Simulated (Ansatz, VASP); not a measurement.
## Si8TeO15 (a cell with a defect) in VASP and in Ansatz

The input INCAR:

```
PREC = Accurate
ENCUT = 520
EDIFF = 1E-8
ISMEAR = -1
SIGMA = 0.01
LREAL = Auto
LASPH = True
NELM = 100
ALGO = Fast
ISIF = 2
LWAVE = False
LCHARG = False
GGA = PE
LEFG = True
NBANDS = 82
```

The input KPOINTS:

```
Automatic mesh
0
Gamma
  3 3 3
```

The input POSCAR:

```
Si8TeO15
1.0
    0.0000000000      4.9926472100      6.9339264200
    4.9926472100      0.0000000000      6.9339264200
    4.9926472100      4.9926472100      0.0000000000
Si Te O
8 1 15
Direct
    0.2500000000      0.2500000000      0.4486584000
    0.7500000000      0.7500000000      0.9486584000
    0.0736584000      0.6763416000      0.1250000000
    0.5736584000      0.1763416000      0.6250000000
    0.4263416000      0.8236584000      0.3750000000
    0.9263416000      0.3236584000      0.8750000000
    0.0000000000      0.0000000000      0.3013416000
    0.5000000000      0.5000000000      0.8013416000
    0.0939631750      0.2261453150      0.6674232750
    0.5939631750      0.7261453150      0.1674232750
    0.4761453150      0.3439631750      0.7624682350
    0.9761453150      0.8439631750      0.2624682350
    0.4060368250      0.2738546850      0.4875317650
    0.9060368250      0.7738546850      0.9875317650
    0.2075767250      0.8625317650      0.3988546850
    0.7075767250      0.3625317650      0.8988546850
    0.0238546850      0.1560368250      0.0825767250
    0.5238546850      0.6560368250      0.5825767250
    0.3874682350      0.0424232750      0.3511453150
    0.8874682350      0.5424232750      0.8511453150
    0.2924232750      0.6374682350      0.9689631750
    0.7924232750      0.1374682350      0.4689631750
    0.1125317650      0.4575767250      0.2810368250
    0.6125317650      0.9575767250      0.7810368250
```

Input for Ansatz:

```yaml
crystal:
  lattice:
    - [0.0, 4.99264721, 6.93392642]
    - [4.99264721, 0.0, 6.93392642]
    - [4.99264721, 4.99264721, 0.0]
  atoms:
    - { symbol: Si, position: [0.25, 0.25, 0.4486584] }
    - { symbol: Si, position: [0.75, 0.75, 0.9486584] }
    - { symbol: Si, position: [0.0736584, 0.6763416, 0.125] }
    - { symbol: Si, position: [0.5736584, 0.1763416, 0.625] }
    - { symbol: Si, position: [0.4263416, 0.8236584, 0.375] }
    - { symbol: Si, position: [0.9263416, 0.3236584, 0.875] }
    - { symbol: Si, position: [0.0, 0.0, 0.3013416] }
    - { symbol: Si, position: [0.5, 0.5, 0.8013416] }
    - { symbol: Te, position: [0.093963175, 0.226145315, 0.667423275] }
    - { symbol: O, position: [0.593963175, 0.726145315, 0.167423275] }
    - { symbol: O, position: [0.476145315, 0.343963175, 0.762468235] }
    - { symbol: O, position: [0.976145315, 0.843963175, 0.262468235] }
    - { symbol: O, position: [0.406036825, 0.273854685, 0.487531765] }
    - { symbol: O, position: [0.906036825, 0.773854685, 0.987531765] }
    - { symbol: O, position: [0.207576725, 0.862531765, 0.398854685] }
    - { symbol: O, position: [0.707576725, 0.362531765, 0.898854685] }
    - { symbol: O, position: [0.023854685, 0.156036825, 0.082576725] }
    - { symbol: O, position: [0.523854685, 0.656036825, 0.582576725] }
    - { symbol: O, position: [0.387468235, 0.042423275, 0.351145315] }
    - { symbol: O, position: [0.887468235, 0.542423275, 0.851145315] }
    - { symbol: O, position: [0.292423275, 0.637468235, 0.968963175] }
    - { symbol: O, position: [0.792423275, 0.137468235, 0.468963175] }
    - { symbol: O, position: [0.112531765, 0.457576725, 0.281036825] }
    - { symbol: O, position: [0.612531765, 0.957576725, 0.781036825] }
kpoints:
  mp_grid: { grid: [3, 3, 3] }
scf:
  occupations: { method: fermi_dirac, width: 0.01 }
hamiltonian:
  xc: pbe
  pseudopotentials: { kind: paw }
output:
  forces: true
  stress: true
  populations: true
  efg: { quadrupole_moments_barn: { O: -0.02558 }, contact_densities: true }
```

Alike in both runs: task electric field gradients; functional PBE; k mesh 3 × 3 × 3; occupations fermi-dirac, width 0.01 eV; no spin polarisation.

|  | VASP | Ansatz |
| --- | --- | --- |
| version | VASP 6.6.1 | Ansatz 0.2.0 |
| potentials or method | VASP PAW PBE potentials, release 64 (Si, Te, O) | plane-wave PAW, scalar-relativistic |
| plane-wave cutoff (eV) | 520 | 420 |
| valence electrons in the cell | 128 | 138 |

Ansatz gave:

* gap on the k mesh at the Fermi level (eV): 4.95
* rms of the force components (eV/Å): 9.513
* Vzz of the field gradient on the site that differs most (V/Å²): -606.5

Q: Which values does VASP return?

A: gap on the k mesh at the Fermi level (eV): 4.92; rms of the force components (eV/Å): 9.548; Vzz of the field gradient on the site that differs most (V/Å²): -857.2.

Atom by atom the forces differ by 0.082 eV/Å (rms over components). The two sets of potentials don't hold the same shells in valence. Ansatz warned: «gradients_without_spin_orbit».

Caveats: spin-orbit coupling is left out, which moves the levels of the heavy elements. A hybrid or GW would open this gap; PBE tends to underestimate it.
